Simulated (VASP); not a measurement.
# Cs2CdCl3 (P6/mmm) in VASP: single point with PBE

Aim: the single point of Cs2CdCl3 with PBE.

Program: VASP 6.6.1. These are calculated values, not measurements. Logs are shortened: lines on timing, memory, paths and dates and some standing lists are left out, and cuts for length are marked.

### 1 The cell of the first run

It takes space group P6/mmm (No. 191, hexagonal). Conventional cell: a = 9.159 Å, b = 9.159 Å, c = 4.430 Å, α = 90.00°, β = 90.00°, γ = 120.00°. Cs (site symmetry -6m2) is surrounded by 6 Cl at 3.45 Å. Cd (site symmetry 6/mmm) has 2 Cd at 4.43 Å as nearest neighbours. Cl (site symmetry mmm) has 4 Cs at 3.45 Å as nearest neighbours.

The cell was built by a generator and needn't be a form met in nature.

### 2 Single point, PBE (species swapped into the GdSi2Rh3 type (P6/mmm, No. 191))

Contents of INCAR:

```
ALGO = Fast ; EDIFF = 1E-6
ENCUT = 520 ; GGA = PE
ISIF = 2 ; ISMEAR = 0
LASPH = True ; LCHARG = True
LELF = True ; LREAL = False
LVHAR = True ; LWAVE = False
NBANDS = 34 ; NELM = 100
PREC = Accurate ; SIGMA = 0.1
```

Contents of KPOINTS:

```
k-points
0
Gamma
  6 6 8
```

Contents of POSCAR:

```
Cs2CdCl3
1.0
    9.1586402373      0.0000000000      0.0000000000
   -4.5793201186      7.9316151096      0.0000000000
    0.0000000000      0.0000000000      4.4296188753
Cs Cd Cl
2 1 3
Direct
    0.6666666667      0.3333333333      0.0000000000
    0.3333333333      0.6666666667      0.0000000000
    0.0000000000      0.0000000000      0.0000000000
    0.5000000000      0.0000000000      0.5000000000
    0.0000000000      0.5000000000      0.5000000000
    0.5000000000      0.5000000000      0.5000000000
```

Potentials or basis: VASP PAW PBE potentials, release 64 (Cs_sv, Cd, Cl).

Started as:

```sh
cat potpaw_PBE.64/Cs_sv/POTCAR potpaw_PBE.64/Cd/POTCAR potpaw_PBE.64/Cl/POTCAR > POTCAR
mpirun -np 1 vasp_std > vasp.out
```

OUTCAR:

```text
EDIFF = 1E-6
   ENCUT = 520
   GGA = PE
   ISIF = 2
   ISMEAR = 0
   LASPH = True
   LREAL = False
   NELM = 100
   PREC = Accurate

 ion  position               nearest neighbor table
   1  0.667  0.333  0.000-
   2  0.333  0.667  0.000-
   3  0.000  0.000  0.000-
   4  0.500  0.000  0.500-
   5  0.000  0.500  0.500-
   6  0.500  0.500  0.500-

  LATTYP: Found a hexagonal cell.
 ALAT       =     9.1586402373
 C/A-ratio  =     0.4836546431

  Lattice vectors:

 A1 = (   9.1586402373,   0.0000000000,   0.0000000000)
 A2 = (  -4.5793201186,   7.9316151096,   0.0000000000)
 A3 = (   0.0000000000,   0.0000000000,   4.4296188753)

Analysis of symmetry for initial positions (statically):
=====================================================================
 Subroutine PRICEL returns:
 Original cell was already a primitive cell.

 Routine SETGRP: Setting up the symmetry group for a
 hexagonal supercell.

 Subroutine GETGRP returns: Found 24 space group operations
 (whereof 24 operations were pure point group operations)
 out of a pool of 24 trial point group operations.

The static configuration has the point symmetry D_6h.

Analysis of symmetry for dynamics (positions and initial velocities):
=====================================================================
 Subroutine PRICEL returns:
 Original cell was already a primitive cell.

 Routine SETGRP: Setting up the symmetry group for a
 hexagonal supercell.

 Subroutine GETGRP returns: Found 24 space group operations
 (whereof 24 operations were pure point group operations)
 out of a pool of 24 trial point group operations.

The dynamic configuration has the point symmetry D_6h.

 Subroutine INISYM returns: Found 24 space group operations
 (whereof 24 operations are pure point group operations),
 and found     1 'primitive' translations

----------------------------------------------------------------------------------------

                                     Primitive cell

  volume of cell :     321.7800

  direct lattice vectors                    reciprocal lattice vectors
     9.158640237  0.000000000  0.000000000     0.109186514  0.063038863  0.000000000
    -4.579320119  7.931615110  0.000000000     0.000000000  0.126077726  0.000000000
     0.000000000  0.000000000  4.429618875     0.000000000  0.000000000  0.225753056

  length of vectors
     9.158640237  9.158640237  4.429618875     0.126077726  0.126077726  0.225753056

  position of ions in fractional coordinates (direct lattice)
     0.666666667  0.333333333  0.000000000
     0.333333333  0.666666667  0.000000000
     0.000000000  0.000000000  0.000000000
     0.500000000  0.000000000  0.500000000
     1.000000000  0.500000000  0.500000000
     0.500000000  0.500000000  0.500000000

  ion indices of the primitive-cell ions
   primitive index   ion index
                 1           1
                 2           2
                 3           3
                 4           4
                 5           5
                 6           6

----------------------------------------------------------------------------------------

 KPOINTS: k-points

Automatic generation of k-mesh.
 Grid dimensions read from file:
 generate k-points for:    6    6    8

 Generating k-lattice:

  Cartesian coordinates                     Fractional coordinates (reciprocal lattice)
     0.018197752  0.010506477  0.000000000     0.166666667 -0.000000000  0.000000000
     0.000000000  0.021012954  0.000000000     0.000000000  0.166666667  0.000000000
     0.000000000  0.000000000  0.028219132     0.000000000  0.000000000  0.125000000

  Length of vectors
     0.021012954  0.021012954  0.028219132

  Shift w.r.t. Gamma in fractional coordinates (k-lattice)
     0.000000000  0.000000000  0.000000000

 Subroutine IBZKPT returns following result:
 ===========================================

 Found     35 irreducible k-points:

 Following reciprocal coordinates:
            Coordinates               Weight
  0.000000  0.000000  0.000000      1.000000
  0.166667  0.000000  0.000000      6.000000
  0.333333  0.000000  0.000000      6.000000
  0.500000  0.000000  0.000000      3.000000
  0.166667  0.166667  0.000000      6.000000
  0.333333  0.166667  0.000000     12.000000
[... 16 lines left out ...]
  0.166667  0.000000  0.375000     12.000000
  0.333333  0.000000  0.375000     12.000000
 [... further k-points ...]
   k-points           NKPTS =     35   k-points in BZ     NKDIM =     35   number of bands    NBANDS=     34
   number of dos      NEDOS =    301   number of ions     NIONS =      6
   total plane-waves  NPLWV = 176400
   dimension x,y,z NGX =    70 NGY =   70 NGZ =   36
   dimension x,y,z NGXF=   140 NGYF=  140 NGZF=   72
   ions per type =               2   1   3
   NGX,Y,Z   is equivalent  to a cutoff of  12.71, 12.71, 13.51 a.u.
   NGXF,Y,Z  is equivalent  to a cutoff of  25.41, 25.41, 27.02 a.u.
 SYSTEM =  unknown system
   PREC   = accura    normal or accurate (medium, high low for compatibility)
   ISTART =      0    job   : 0-new  1-cont  2-samecut
   ICHARG =      2    charge: 1-file 2-atom 10-const
   ISPIN  =      1    spin polarized calculation?
   LNONCOLLINEAR =      F non collinear calculations
   LSORBIT =      F    spin-orbit coupling
   LASPH  =      T    aspherical Exc in radial PAW
   ENCUT  =  520.0 eV  38.22 Ry    6.18 a.u.  17.03 17.03  8.24*2*pi/ulx,y,z
   NELM   =    100;   NELMIN=  2; NELMDL= -5     # of ELM steps
   EDIFF  = 0.1E-05   stopping-criterion for ELM
   LREAL  =      F    real-space projection
   EDIFFG = 0.1E-04   stopping-criterion for IOM
   NSW    =      0    number of steps for IOM
   IBRION =     -1    ionic relax: 0-MD 1-quasi-New 2-CG
   NFREE  =      0    steps in history (QN), initial steepest desc. (CG)
   ISIF   =      2    stress and relaxation
   ISYM   =      2    0-nonsym 1-usesym 2-fastsym
   POTIM  = 0.5000    time-step for ionic-motion
   TEBEG  =    0.0;   TEEND  =   0.0 temperature during run
   PSTRESS=    0.0 pullay stress
   NELECT =      51.0000    total number of electrons
   NUPDOWN=      -1.0000    fix difference up-down
   EMIN   =  10.00;   EMAX   =-10.00  energy-range for DOS
   EFERMI =   0.00;   METHOD = LEGACY
   ISMEAR =     0;   SIGMA  =   0.10  broadening in eV -4-tet -1-fermi 0-gaus
   EFERMI_NEDOS =   21; number of points for ismear=-14 and -15
   IALGO  =     68    algorithm
   IMIX   =      4    mixing-type and parameters
     AMIX     =   0.40;   BMIX     =  1.00
     AMIX_MAG =   1.60;   BMIX_MAG =  1.00
  volume/ion in A,a.u.               =      53.63       361.91
  Fermi-wavevector in a.u.,A,eV,Ry     =   0.885955  1.674213 10.679445  0.784917
  Thomas-Fermi vector in A             =   2.007058
   LORBIT       =      0    0 simple, 1 ext, 2 COOP (PROOUT), +10 PAW based schemes
   GGA     = PE    functional components
   LHFCALC =     F    Hartree Fock is set to
   AEXX    =    0.0000 exact exchange contribution
   IVDW    =     0    specifies the selected vdW correction
   LEPSILON=     F    determine dielectric tensor
   LRPA    =     F    only Hartree local field effects (RPA)
 non-spin polarized calculation
 RMM-DIIS sequential band-by-band and
 Gauss-broadening in eV      SIGMA  =   0.10
  energy-cutoff  :      520.00
  volume of cell :      321.78
 maximum number of plane-waves:      8721
 NGX is ok and might be reduce to    70
   NGX = 35   NGY = 35   NGZ = 17

 number of electron      50.9999997 magnetization

 Free energy of the ion-electron system (eV)
  ---------------------------------------------------
  ext. energy  EPLUGINS =         0.00000000
  ---------------------------------------------------
  free energy    TOTEN  =       -14.36752848 eV

  energy without entropy =      -14.28517370  energy(sigma->0) =      -14.32635109

 E-fermi :  -2.7873     XC(G=0):  -6.2205

 val. band max:       -2.7883551587   @ k =   0.1667   0.1667   0.0000
 cond. band min:      -2.7599352045   @ k =   0.1667   0.0000   0.0000
 fundamental gap:      0.0284199542
 Fermi energy:        -2.7873243949

 k-point     1 :       0.0000    0.0000    0.0000
  band No.  band energies     occupation
      1     -21.5910      2.00000
      2     -21.5777      2.00000
      3     -14.8600      2.00000
      4     -14.8600      2.00000
      5     -14.8261      2.00000
      6      -9.7396      2.00000
[... 26 lines left out ...]
     33       4.9308      0.00000
     34       5.1123      0.00000

 k-point     2 :       0.1667    0.0000    0.0000
  band No.  band energies     occupation
      1     -21.5902      2.00000
      2     -21.5785      2.00000
      3     -14.8600      2.00000
      4     -14.8580      2.00000
      5     -14.8281      2.00000
      6      -9.7396      2.00000
[... 26 lines left out ...]
     33       4.7890      0.00000
     34       5.0765      0.00000

 k-point     3 :       0.3333    0.0000    0.0000
  band No.  band energies     occupation
      1     -21.5882      2.00000
      2     -21.5806      2.00000
      3     -14.8600      2.00000
      4     -14.8528      2.00000
      5     -14.8333      2.00000
      6      -9.7396      2.00000
[... 26 lines left out ...]
     33       4.7943      0.00000
     34       4.9142      0.00000

 k-point     4 :       0.5000    0.0000    0.0000
  band No.  band energies     occupation
      1     -21.5866      2.00000
      2     -21.5822      2.00000
      3     -14.8600      2.00000
      4     -14.8487      2.00000
      5     -14.8374      2.00000
      6      -9.7397      2.00000
[... 26 lines left out ...]
     33       4.7476      0.00000
     34       4.8669      0.00000

 k-point     5 :       0.1667    0.1667    0.0000
  band No.  band energies     occupation
      1     -21.5888      2.00000
      2     -21.5800      2.00000
      3     -14.8600      2.00000
      4     -14.8543      2.00000
      5     -14.8318      2.00000
      6      -9.7396      2.00000
[... 621 lines left out ...]
 k-point    22 :       0.0000    0.0000    0.3750
  band No.  band energies     occupation
      1     -21.5569      2.00000
      2     -21.5493      2.00000
      3     -14.8662      2.00000
      4     -14.8081      2.00000
      5     -14.8081      2.00000
      6      -9.7103      2.00000
[... 26 lines left out ...]
     33       5.6334      0.00000
     34       5.6529      0.00000

 k-point    23 :       0.1667    0.0000    0.3750
  band No.  band energies     occupation
      1     -21.5565      2.00000
      2     -21.5498      2.00000
      3     -14.8628      2.00000
      4     -14.8116      2.00000
      5     -14.8081      2.00000
      6      -9.7103      2.00000
[... 26 lines left out ...]
     33       5.5736      0.00000
     34       5.5828      0.00000

 k-point    24 :       0.3333    0.0000    0.3750
  band No.  band energies     occupation
      1     -21.5553      2.00000
      2     -21.5509      2.00000
      3     -14.8541      2.00000
      4     -14.8205      2.00000
      5     -14.8081      2.00000
      6      -9.7103      2.00000
[... 26 lines left out ...]
     33       5.0821      0.00000
     34       5.1928      0.00000

 [... further k-points ...]
[... 5 lines left out ...]
  --------------------------------------------------------------------------------------
  -------------------------------------------------------------------------------------
  Total       -0.0930280     -0.0930280     -0.0394453     -0.0000000      0.0000000      0.0000000
  in kB       -0.4631965     -0.4631965     -0.1964027     -0.0000000      0.0000000      0.0000000
  external PRESSURE =      -0.3742652 kB  Pullay stress =       0.0000000 kB

 VOLUME and BASIS-vectors are now :
 -----------------------------------------------------------------------------
  energy-cutoff  :      520.00
  volume of cell :      321.78
      direct lattice vectors                 reciprocal lattice vectors
     9.158640237  0.000000000  0.000000000     0.109186514  0.063038863  0.000000000
    -4.579320119  7.931615110  0.000000000     0.000000000  0.126077726  0.000000000
     0.000000000  0.000000000  4.429618875     0.000000000  0.000000000  0.225753056

 POSITION                                       TOTAL-FORCE (eV/Angst)
 -----------------------------------------------------------------------------------
      4.57932      2.64387      0.00000        -0.000000      0.000000      0.000000
     -0.00000      5.28774      0.00000         0.000000      0.000000     -0.000000
      0.00000      0.00000      0.00000         0.000000      0.000000      0.000000
      4.57932      0.00000      2.21481         0.000000      0.000000      0.000000
     -2.28966      3.96581      2.21481        -0.000000      0.000000      0.000000
      2.28966      3.96581      2.21481         0.000000      0.000000      0.000000
 -----------------------------------------------------------------------------------
    total drift:                                0.000000      0.000000      0.000000

  FREE ENERGIE OF THE ION-ELECTRON SYSTEM (eV)
  ---------------------------------------------------
  free  energy   TOTEN  =       -14.3675284765 eV

  energy  without entropy=      -14.2851737034  energy(sigma->0) =      -14.32635109
```

Wall time 6.9 min (1 thread of Intel Xeon Platinum 8488C (Sapphire Rapids), shared host); peak memory 0.66 GiB.

What came out:

```
Free energy            : -14.3675 eV
Pressure               : 0.0 GPa
Band gap on the k mesh : none (metal or under the smearing width)
```

Levels at points of the mesh, in eV from the Fermi level:
| k point | band 23 | band 24 | band 25 | band 26 | band 27 | band 28 | band 29 | band 30 |
| --- | --- | --- | --- | --- | --- | --- | --- | --- |
| (0.00, 0.00, 0.00) | -0.10 | -0.07 | -0.07 | 0.04 | 4.40 | 4.40 | 5.82 | 6.24 |
| (0.50, 0.00, 0.00) | -0.17 | -0.13 | -0.07 | -0.04 | 3.98 | 4.31 | 6.63 | 6.71 |
| (0.00, 0.00, 0.50) | -0.16 | -0.03 | -0.02 | 0.10 | 3.35 | 4.91 | 4.91 | 7.32 |
| (0.50, 0.00, 0.50) | -0.20 | -0.10 | -0.08 | 0.06 | 3.44 | 5.00 | 5.08 | 7.26 |

Caveat: an odd number of electrons without spin polarisation forces a metal; a magnetic or distorted state may lie lower. Spin-orbit coupling is left out, which matters for the levels of Cs.
